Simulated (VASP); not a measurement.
```
GaN
1.0
    1.59905    -2.76963     0.00000
    1.59905     2.76963     0.00000
    0.00000     0.00000     5.20509
Ga N
2 2
Direct
  0.66667   0.33333   0.50003
  0.33333   0.66667   0.00003
  0.66667   0.33333   0.87697
  0.33333   0.66667   0.37697
```

Calculation: PBE GGA with D3 dispersion (Becke-Johnson damping), VASP's PBE PAW potentials (set 64) (plane waves; VASP). Numerical set-up: 520 eV cut-off, 9×9×5 Γ-centred mesh, tetrahedra with Blöchl corrections, potentials Ga_d N.

The cores are frozen, which limits the accuracy of field gradients.

Question: Give the principal components of the electric field gradient (V/Å²) and the asymmetry η at each nucleus.

Answer: 
```tsv
atom	Vxx	Vyy	Vzz	η
Ga1	-2.3	-2.3	4.6	0.00
Ga2	-2.3	-2.3	4.6	0.00
N3	-0.3	-0.3	0.7	0.00
N4	-0.3	-0.3	0.7	0.00
```

The compound is GaN in the wurtzite structure. It was relaxed first.
